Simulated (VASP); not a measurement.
All values below come from PBEsol GGA, VASP's PBE PAW potentials (set 64) (plane waves; VASP).

The input files of a VASP run:

### KPOINTS
```
Automatic mesh
0
Gamma
11 11 3
0 0 0
```

### INCAR
```
SYSTEM = Au
PREC = Accurate; ENCUT = 400; LREAL = .FALSE.
LASPH = .TRUE.
EDIFF = 1E-6; NELM = 100; ALGO = Normal
LMAXMIX = 6
ISMEAR = 1; SIGMA = 0.1
GGA = PS
IBRION = 2; NSW = 60; ISIF = 3
EDIFFG = -0.02
LWAVE = .FALSE.; LCHARG = .FALSE.
```

### POSCAR
```
Au
1.0
  2.8741813784   0.0000000050   0.0000000000
 -1.4370911805   2.4891147543   0.0000000000
  0.0000000000   0.0000000000   9.5001378739
Au
4
Cart
  0.0000000000   0.0000000000   0.0000000000
  0.0000000000   0.0000000000   4.7500689369
 -0.0000017646   1.6594106676   2.3750344685
  1.4370919625   0.8297040917   7.1251034054
```

POTCAR, in this order: Au (PBE.64 set). Program: vasp_std.

What VASP printed:

OSZICAR:
```
       N       E                     dE             d eps       ncg     rms          rms(c)
DAV:   1     0.250025674994E+03    0.25003E+03   -0.19795E+04  1680   0.132E+03
DAV:   2    -0.102641604016E+02   -0.26029E+03   -0.25150E+03  1872   0.310E+02
DAV:   3    -0.169938952697E+02   -0.67297E+01   -0.66070E+01  1832   0.490E+01
DAV:   4    -0.170574866869E+02   -0.63591E-01   -0.63524E-01  1762   0.481E+00
DAV:   5    -0.170581321200E+02   -0.64543E-03   -0.64532E-03  1784   0.507E-01    0.193E+01
DAV:   6    -0.157909279821E+02    0.12672E+01   -0.33451E+00  1696   0.137E+01    0.119E+01
DAV:   7    -0.157028977090E+02    0.88030E-01   -0.49447E-01  1770   0.502E+00    0.403E+00
DAV:   8    -0.156874289477E+02    0.15469E-01   -0.63925E-02  1714   0.199E+00    0.673E-01
DAV:   9    -0.156872684848E+02    0.16046E-03   -0.78534E-04  1756   0.361E-01    0.155E-01
DAV:  10    -0.156872854838E+02   -0.16999E-04   -0.45740E-05  1778   0.517E-02    0.340E-02
DAV:  11    -0.156872927386E+02   -0.72548E-05   -0.73247E-06  1802   0.336E-02    0.134E-02
DAV:  12    -0.156872930286E+02   -0.28995E-06   -0.16100E-06  1020   0.180E-02
   1 F= -.15687293E+02 E0= -.15687241E+02  d E =-.156873E+02
       N       E                     dE             d eps       ncg     rms          rms(c)
DAV:   1    -0.156901951080E+02   -0.29024E-02   -0.61753E-02  1686   0.196E+00    0.320E-01
DAV:   2    -0.156874104678E+02    0.27846E-02   -0.71236E-03  1696   0.651E-01    0.134E-01
DAV:   3    -0.156872762193E+02    0.13425E-03   -0.44021E-04  1722   0.146E-01    0.993E-02
DAV:   4    -0.156872741987E+02    0.20206E-05   -0.43588E-05  1734   0.422E-02    0.748E-03
DAV:   5    -0.156872745847E+02   -0.38602E-06   -0.67455E-06  1732   0.197E-02
   2 F= -.15687275E+02 E0= -.15687251E+02  d E =0.184438E-04
       N       E                     dE             d eps       ncg     rms          rms(c)
DAV:   1    -0.156881600525E+02   -0.88585E-03   -0.17048E-02  1684   0.103E+00    0.169E-01
DAV:   2    -0.156873961183E+02    0.76393E-03   -0.19894E-03  1692   0.344E-01    0.715E-02
DAV:   3    -0.156873495011E+02    0.46617E-04   -0.12285E-04  1732   0.770E-02    0.530E-02
DAV:   4    -0.156873411950E+02    0.83061E-05   -0.11861E-05  1728   0.220E-02    0.372E-03
DAV:   5    -0.156873404415E+02    0.75346E-06   -0.18337E-06   894   0.105E-02
   3 F= -.15687340E+02 E0= -.15687301E+02  d E =-.474130E-04
```

OUTCAR:
```
------------------------ aborting loop because EDIFF is reached ----------------------------------------
  FORCE on cell =-STRESS in cart. coord.  units (eV):
  Direction    XX          YY          ZZ          XY          YZ          ZX
  --------------------------------------------------------------------------------------
  Total        0.0300563      0.0300563     -0.0244970     -0.0000000     -0.0000000      0.0000000
  in kB        0.7093228      0.7093231     -0.5781244     -0.0000001     -0.0000000      0.0000000
  external PRESSURE =       0.2801738 kB  Pullay stress =       0.0000000 kB
  volume of cell :       67.89
      direct lattice vectors                 reciprocal lattice vectors
     2.873506705  0.000000005 -0.000000000     0.348006844  0.200921860 -0.000000000
    -1.436753843  2.488530469 -0.000000000    -0.000000001  0.401843583 -0.000000000
    -0.000000000  0.000000000  9.493949709     0.000000000  0.000000000  0.105330240
 POSITION                                       TOTAL-FORCE (eV/Angst)
 -----------------------------------------------------------------------------------
     -0.00000      0.00000     -0.00000         0.000000     -0.000000      0.000000
     -0.00000      0.00000      4.74697         0.000000     -0.000000      0.000000
     -0.00000      1.65902      2.37349         0.000000     -0.000000     -0.000000
      1.43675      0.82951      7.12046        -0.000000      0.000000      0.000000
 -----------------------------------------------------------------------------------
    total drift:                                0.000000     -0.000000      0.000000
  FREE ENERGIE OF THE ION-ELECTRON SYSTEM (eV)
  ---------------------------------------------------
  free  energy   TOTEN  =       -15.6873404415 eV

  energy  without entropy=      -15.6872219208  energy(sigma->0) =      -15.68730093

 reached required accuracy - stopping structural energy minimisation
```
(Selected blocks of OUTCAR.)

CONTCAR:
```
Au
   1.00000000000000
     2.8735067045641109    0.0000000051308194   -0.0000000000000000
    -1.4367538433524203    2.4885304690830159   -0.0000000000000000
    -0.0000000000000000    0.0000000000000000    9.4939497091658644
  Au
     4
Direct
     0.0000000000000000    0.0000000000000000    0.0000000000000000
     0.0000000000000000    0.0000000000000000    0.5000000000000000
     0.3333330000000032    0.6666669999999968    0.2500000000000000
     0.6666669999999968    0.3333330000000032    0.7500000000000000
```

The structure was generated: Au was put into the dhcp type (P6_3/mmc), which need not be its known phase. This run relaxes it. Symmetry was kept, so distortions that lower it aren't found. The start is the result of an earlier pass.
